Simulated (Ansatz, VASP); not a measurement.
**Li2GeH6 in VASP and in Ansatz**

The input INCAR:

```
PREC     = Accurate       # precision mode
ENCUT    = 600            # plane-wave cutoff, eV
EDIFF    = 1E-6           # SCF threshold, eV
ISMEAR   = 0              # smearing method
SIGMA    = 0.1            # smearing width, eV
LREAL    = F              # projectors in reciprocal space
LASPH    = T              # aspherical terms in the spheres
NELM     = 60             # most SCF steps
ALGO     = Fast           # electronic algorithm
ISIF     = 3              # what is computed and relaxed
LWAVE    = F              # write WAVECAR
LCHARG   = F              # write CHGCAR
GGA      = PE             # functional
IBRION   = 2              # ionic algorithm
NSW      = 100            # ionic steps
EDIFFG   = -0.01          # ionic threshold
```

KPOINTS

```
Automatic mesh
0
Gamma
  12 12 10
```

Contents of POSCAR:

```
Li2GeH6
1.0
    4.6828455236      0.0000000000      0.0000000000
   -2.3414227618      4.0554631855      0.0000000000
    0.0000000000      0.0000000000      3.9362184891
Li Ge H
2 1 6
Direct
    0.3333333333      0.6666666667      0.6550946841
    0.6666666667      0.3333333333      0.3449053159
    0.0000000000      0.0000000000      0.0000000000
    0.8288166009      0.6576332018      0.7514778263
    0.3423667982      0.1711833991      0.7514778263
    0.8288166009      0.1711833991      0.7514778263
    0.1711833991      0.3423667982      0.2485221737
    0.6576332018      0.8288166009      0.2485221737
    0.1711833991      0.8288166009      0.2485221737
```

Input for Ansatz:

```yaml
crystal:
  lattice:
    - [4.6828455236, 0.0, 0.0]
    - [-2.3414227618, 4.0554631855, 0.0]
    - [0.0, 0.0, 3.9362184891]
  atoms:
    - { symbol: Li, position: [0.3333333333, 0.6666666667, 0.6550946841] }
    - { symbol: Li, position: [0.6666666667, 0.3333333333, 0.3449053159] }
    - { symbol: Ge, position: [0.0, 0.0, 0.0] }
    - { symbol: H, position: [0.8288166009, 0.6576332018, 0.7514778263] }
    - { symbol: H, position: [0.3423667982, 0.1711833991, 0.7514778263] }
    - { symbol: H, position: [0.8288166009, 0.1711833991, 0.7514778263] }
    - { symbol: H, position: [0.1711833991, 0.3423667982, 0.2485221737] }
    - { symbol: H, position: [0.6576332018, 0.8288166009, 0.2485221737] }
    - { symbol: H, position: [0.1711833991, 0.8288166009, 0.2485221737] }
basis:
  ecutwfc: 420
kpoints:
  mp_grid: { grid: [12, 12, 10] }
hamiltonian:
  xc: pbe
scf:
  occupations: { method: gaussian, width: 0.1 }
output:
  forces: true
  stress: true
  eigenvalues: true
relax:
  adjacent_minimum: "off"
  f_tol: 0.01
  max_steps: 80
  cell: { stress_tol: 0.05 }
```

Alike in both runs: task relaxation of cell and atoms; functional PBE; k mesh 12 × 12 × 10; occupations gaussian, width 0.1 eV; no spin polarisation.

|  | VASP | Ansatz |
| --- | --- | --- |
| version | VASP 6.6.1 | Ansatz 0.2.0 |
| potentials or method | VASP PAW PBE potentials, release 64 (Li_sv, Ge_d, H) | scalar-relativistic, plane waves, PAW |
| plane-wave cutoff (eV) | 600 | 420 |
| valence electrons in the cell | 26 | 26 |

```csv
,VASP,Ansatz,Ansatz less VASP
"gap on the k mesh at the Fermi level, each at its own relaxed structure (eV)",none,none,-
relaxed volume (Å³/atom),8.29,8.26,-0.027
relaxed cell length with the largest relative difference (Å),3.933,3.922,-0.0112
```

A gap of «none» marks a metal or a gap that the smearing closes.

Caveats: the cutoff is under 1.25 times the usual one of these potentials, so pressure, stress and relaxed cells hold a basis-set (Pulay) error (VASP).
